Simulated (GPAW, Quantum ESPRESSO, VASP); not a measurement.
# Equation of state of In3As under PBE

```cif
data_structure
_symmetry_space_group_name_H-M 'P 1'
_symmetry_Int_Tables_number 1
_cell_length_a 4.6717
_cell_length_b 4.6717
_cell_length_c 4.6717
_cell_angle_alpha 90.000
_cell_angle_beta 90.000
_cell_angle_gamma 90.000
_cell_volume 101.96
loop_
_atom_site_label
_atom_site_type_symbol
_atom_site_fract_x
_atom_site_fract_y
_atom_site_fract_z
_atom_site_occupancy
In1 In 0.50000 0.50000 0.00000 1
In2 In 0.50000 0.00000 0.50000 1
In3 In 0.00000 0.50000 0.50000 1
As1 As 0.00000 0.00000 0.00000 1
```

The cell comes from a database or a generator and needn't be the stable form of this composition.

The cell was scaled at fixed shape and fractions and run with Quantum ESPRESSO, SSSP 1.3 efficiency PBE, cutoff 748 eV; PBE, k mesh 6 × 6 × 6 on the cell of 4 atoms, fermi-dirac occupations of 0.05 eV, no spin polarisation, no spin-orbit coupling. Energies are those that the program minimises, any entropy of the smearing included. For a metal such a mesh isn't converged to the digits shown.

```tsv
V (Å³/atom)	energy over the lowest row (meV/atom)
23.9600	20.097
24.4698	10.237
24.9796	?
25.4894	0.543
25.9992	0.000
26.5090	1.903
27.0188	6.008
```

Task: Fit the third-order Birch-Murnaghan form, give V0, B0 and B′, and predict the energy left open.

Result: With y = (V0/V)^(2/3), E = E0 + (9 V0 B0/16) [(y - 1)³ B′ + (y - 1)² (6 - 4y)]. Least squares through the rows shown give V0 = 25.8505 Å³/atom, E0 = -0.110 meV, B0 = 40.43 GPa (1 eV/Å³ = 160.218 GPa) and B′ = 4.80, with a largest miss of 0.003 meV. At V = 24.9796 the form with these constants gives 3.846 meV; the run gave 3.851 meV an atom. Other set-ups at this level, from all their volumes (Å³/atom, GPa): GPAW, GPAW PAW data sets (gpaw-data 1.2.1): V0 25.709, B0 40.82; VASP, PBE PAW files As, In_d, 520 eV: V0 25.881, B0 40.41.
